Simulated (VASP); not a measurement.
Given:

```
PbTe
1.0
    2.31051     1.33397     3.78662
   -2.31051     1.33397     3.78662
    0.00000    -2.66794     3.78662
Pb Te
1 1
Direct
  0.75517   0.75517   0.75517
  0.24483   0.24483   0.24483
```

Method: r2SCAN meta-GGA, VASP's PBE PAW potentials (set 64) (plane waves; VASP 6.6.1). Numerical set-up: 400 eV cut-off, 8×8×8 Γ-centred mesh, tetrahedra with Blöchl corrections, potentials Pb_d Te.

Unless said otherwise, spin-orbit coupling is left out, though it shifts the bands of the heavy elements here.

**Question.** Estimate the energy per atom (σ→0), band gap (over mesh and band path) with the smallest direct gap where there is one.

**Answer.** 
The band gap (over mesh and band path) is 1.13 eV and the smallest direct gap (over mesh and band path) is 1.13 eV. The energy per atom (σ→0) is -41.352 eV/atom.

The absolute energy has meaning only against runs of the same code, potentials and settings.

The structure was generated: TePb was put into the alpha-GeTe type (R3m), which need not be its known phase. It was relaxed first, which changed the volume by -14 %.
